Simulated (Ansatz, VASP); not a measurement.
**Two plane-wave programs on Na2ClF**

```xyz
4
Lattice="1.8107 1.0454 5.9207 -1.8107 1.0454 5.9207 0.0000 -2.0908 5.9207" Properties=species:S:1:pos:R:3 pbc="T T T"
F     1.8107    1.0454    5.9207
Cl    0.0000    0.0000    8.8810
Na    0.0000    0.0000    4.6792
Na    0.0000    0.0000   13.0828
```

The cell was built by a generator and needn't be a form met in nature.

Alike in both runs: task single point; functional PBE; k mesh 6 × 6 × 6; no spin polarisation.

```csv
,VASP,Ansatz
version,VASP 6.6.1,Ansatz 0.2.0
potentials or method,"VASP PAW PBE potentials, release 64 (F, Cl, Na_pv)","plane waves, PAW"
plane-wave cutoff (eV),520,420
occupations,"gaussian, width 0.01 eV",fixed
valence electrons in the cell,28,32
```

|  | VASP | Ansatz | Ansatz less VASP |
| --- | --- | --- | --- |
| gap on the k mesh at the Fermi level (eV) | 4.34 | 4.34 | +0.003 |
| pressure (GPa) | 1.9 | 1.9 | +0.08 |
| largest component of the traceless stress (GPa) | 0.09 | 0.08 | -0.006 |
| rms of the force components (eV/Å) | 0.013 | 0.013 | -0.0002 |

Atom by atom the forces differ by 0.000 eV/Å (rms over components). The two sets of potentials don't hold the same shells in valence.

A k mesh can miss the band edges.
